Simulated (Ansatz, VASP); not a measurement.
# Two plane-wave programs on BeSn

The input INCAR:

```
SYSTEM = BeSn
PREC = Accurate
ENCUT = 600
EDIFF = 1E-6
ISMEAR = 0
SIGMA = 0.1
LREAL = .FALSE.
LASPH = .TRUE.
NELM = 80
ALGO = Normal
ISIF = 3
LWAVE = .FALSE.
LCHARG = .FALSE.
GGA = PE
IBRION = 2
NSW = 90
EDIFFG = -0.04
```

File KPOINTS:

```
Automatic mesh
0
G
  4 4 4
  0 0 0
```

POSCAR

```
BeSn
1.0
    0.0000000000      3.2957696267      3.2957696267
    3.2957696267      0.0000000000      3.2957696267
    3.2957696267      3.2957696267      0.0000000000
Be Sn
2 2
Direct
    0.5000000000      0.5000000000      0.5000000000
    0.7500000000      0.7500000000      0.7500000000
    0.0000000000      0.0000000000      0.0000000000
    0.2500000000      0.2500000000      0.2500000000
```

Input for Ansatz:

```yaml
crystal:
  lattice:
    - [0.0, 3.2957696267, 3.2957696267]
    - [3.2957696267, 0.0, 3.2957696267]
    - [3.2957696267, 3.2957696267, 0.0]
  atoms:
    - { symbol: Be, position: [0.5, 0.5, 0.5] }
    - { symbol: Be, position: [0.75, 0.75, 0.75] }
    - { symbol: Sn, position: [0.0, 0.0, 0.0] }
    - { symbol: Sn, position: [0.25, 0.25, 0.25] }
basis:
  ecutwfc: 420
kpoints:
  mp_grid: { grid: [4, 4, 4] }
hamiltonian:
  xc: pbe
scf:
  occupations: { method: gaussian, width: 0.1 }
  lower_state_search: "off"
output:
  forces: true
  stress: true
  eigenvalues: true
relax:
  adjacent_minimum: "off"
  f_tol: 0.04
  max_steps: 70
  cell: { stress_tol: 0.4 }
```

Alike in both runs: task relaxation of cell and atoms; functional PBE; k mesh 4 × 4 × 4; occupations gaussian, width 0.1 eV; no spin polarisation.

|  | VASP | Ansatz |
| --- | --- | --- |
| version | VASP 6.6.1 | Ansatz 0.2.0 |
| potentials or method | VASP PAW PBE potentials, release 64 (Be, Sn_d) | scalar-relativistic, plane waves, PAW |
| plane-wave cutoff (eV) | 600 | 420 |
| valence electrons in the cell | 32 | 32 |

```csv
,VASP,Ansatz,Ansatz less VASP
"gap on the k mesh at the Fermi level, each at its own relaxed structure (eV)",none,none,-
relaxed volume (Å³/atom),19.12,19.20,+0.079
relaxed cell length with the largest relative difference (Å),4.765,4.771,+0.0066
energy change over the relaxation (meV/atom),-18,-18,0.0
```

A gap of «none» marks a metal or a gap that the smearing closes.

Caveats: the k mesh is coarse (spacing up to 0.41 Å⁻¹), so the values aren't converged.
